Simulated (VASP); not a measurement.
Here is the system:

```
CELL_PARAMETERS angstrom
      2.83458     0.00000     0.00000
      0.00000     2.83458     0.00000
      0.00000     0.00000     3.47452
ATOMIC_POSITIONS crystal
  Pt 0.00000 0.00000 0.00000
  Zn 0.50000 0.50000 0.50000
```

All values below come from PBEsol GGA, VASP's PBE PAW potentials (set 64) (plane waves; VASP 6.6.1). Numerical set-up: 400 eV cut-off, Gaussian smearing of 0.050 eV, potentials Pt Zn.

Unless said otherwise, spin-orbit coupling is left out, though it shifts the bands of the heavy elements here.

**Question.** Predict the band gap (along the path) with the smallest direct gap where there is one.

**Answer.** 
| Property | Result |
|---|---|
| band gap (along the path) | none (metal, semimetal or under 0.01 eV) |

The absolute energy has meaning only against runs of the same code, potentials and settings.

The structure comes from a measured ZnPt entry (P4/mmm) of the Crystallography Open Database, whose conditions weren't checked. It was relaxed first.
